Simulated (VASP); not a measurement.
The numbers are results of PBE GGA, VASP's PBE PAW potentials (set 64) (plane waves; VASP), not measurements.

VASP ran on this input.

### POSCAR
```
GaSb
1
    0.0000000000     3.1123758894     3.1123758894
    3.1123758894     0.0000000000     3.1123758894
    3.1123758894     3.1123758894     0.0000000000
Ga Sb
1 1
Direct
  0.0000000000   0.0000000000   0.0000000000
  0.2500000000   0.2500000000   0.2500000000
```

### INCAR
```
! general
SYSTEM   =  GaSb
PREC     =  Normal
ENCUT    =  400   ! plane-wave cut-off (eV)
LREAL    =  .FALSE.
LASPH    =  .TRUE.

! electronic loop
EDIFF    =  1E-5
NELM     =  100   ! most electronic steps
NELMIN   =  4
ALGO     =  Fast   ! Davidson, then RMM-DIIS
LMAXMIX  =  4   ! l cut-off of mixed one-centre charges

! smearing
ISMEAR   =  0
SIGMA    =  0.05

! functional
GGA      =  PE   ! PBE

! ions
IBRION   =  2   ! conjugate gradients
NSW      =  20   ! most ionic steps
ISIF     =  2
EDIFFG   =  -0.03

! output
LWAVE    =  .FALSE.
LCHARG   =  .FALSE.
```

File KPOINTS:
```
kpoints
0
G
8 8 8
```

POTCAR, in this order: Ga Sb (PBE.64 set). Program: vasp_std.

### Question
What will the output report for the number of irreducible k-points (NKPTS), largest plane-wave count, number of space-group operations, FFT grid (NGX, NGY, NGZ)?

### Answer

| Quantity | Result |
|---|---|
| number of irreducible k-points (NKPTS) | 29 |
| largest plane-wave count | 1108 |
| number of space-group operations | 24 |
| FFT grid (NGX, NGY, NGZ) | 24 × 24 × 24 |

The compound is GaSb in the zinc blende structure. It was relaxed first, which changed the volume by +6 %.
